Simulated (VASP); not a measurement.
```yaml
crystal:
  lattice:
    - [4.39226, 0.00000, 0.00000]
    - [0.00000, 4.39226, 0.00000]
    - [0.00000, 0.00000, 2.89348]
  atoms:
    - { symbol: Cr, position: [0.00000, 0.00000, 0.00000], spin: 2.1 }
    - { symbol: Cr, position: [0.50000, 0.50000, 0.50000], spin: 2.1 }
    - { symbol: O, position: [0.30343, 0.30343, 0.00000], spin: -0.1 }
    - { symbol: O, position: [0.80343, 0.19657, 0.50000], spin: -0.1 }
    - { symbol: O, position: [0.19657, 0.80343, 0.50000], spin: -0.1 }
    - { symbol: O, position: [0.69657, 0.69657, 0.00000], spin: -0.1 }
```

Level of theory: PBEsol GGA, VASP's PBE PAW potentials (set 64) (plane waves; VASP 6.6.1). Numerical set-up: 520 eV cut-off, 8×8×12 Γ-centred mesh, tetrahedra with Blöchl corrections, potentials Cr_pv O.

The job: CrO₂ (rutile), 6 atoms, PBEsol, static run, 520 eV, 8×8×12 Γ-centred mesh. Roughly how much core time does it take on a busy server core?

About 6 core-minutes (one run on a shared machine, a rough figure). It had 105 irreducible k-points, 30 bands, up to 1532 plane waves and 19 electronic steps.

The compound is CrO2 in the rutile structure. It was relaxed first. The spin order is the one that the start imposed; others were not tried in this run.
